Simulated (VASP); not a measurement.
Consider the following.

```yaml
crystal:
  lattice:
    - [3.53338, 0.00000, 0.00000]
    - [0.00000, 3.53338, 0.00000]
    - [0.00000, 0.00000, 7.05474]
  atoms:
    - { symbol: Si, position: [0.00000, 0.00000, 0.50000] }
    - { symbol: Ni, position: [0.50000, 0.50000, 0.00000] }
    - { symbol: Ni, position: [0.50000, 0.50000, 0.50000] }
    - { symbol: Ni, position: [0.50000, 0.00000, 0.25678] }
    - { symbol: Ni, position: [0.50000, 0.00000, 0.74322] }
    - { symbol: Ni, position: [0.00000, 0.50000, 0.25678] }
    - { symbol: Ni, position: [0.00000, 0.50000, 0.74322] }
    - { symbol: Ge, position: [0.00000, 0.00000, 0.00000] }
```

All values below come from PBEsol GGA, VASP's PBE PAW potentials (set 64) (plane waves; VASP). Numerical set-up: 300 eV cut-off, 6×6×3 Γ-centred mesh, Fermi-Dirac smearing of 0.10 eV, potentials Si Ni Ge_d.

At this cut-off the stress carries a Pulay error, which pulls relaxed volumes low.

Task: What does the run give for the energy per atom (σ→0), pressure, band gap (on the k-mesh) with the smallest direct gap where there is one?

Result: 
The band gap (on the k-mesh) comes out as none (metal, semimetal or under 0.01 eV) and the energy per atom (σ→0) comes out as -6376 meV/atom. The pressure is -6.95 GPa.

Total energies compare only between runs with the same potentials, cut-off and functional.

The structure comes from a computed database's SiNi6Ge entry (P4/mmm); how it stands against other phases isn't given here. The cell was not relaxed at this level. The run is not spin-polarised, so no magnetic state was tried.
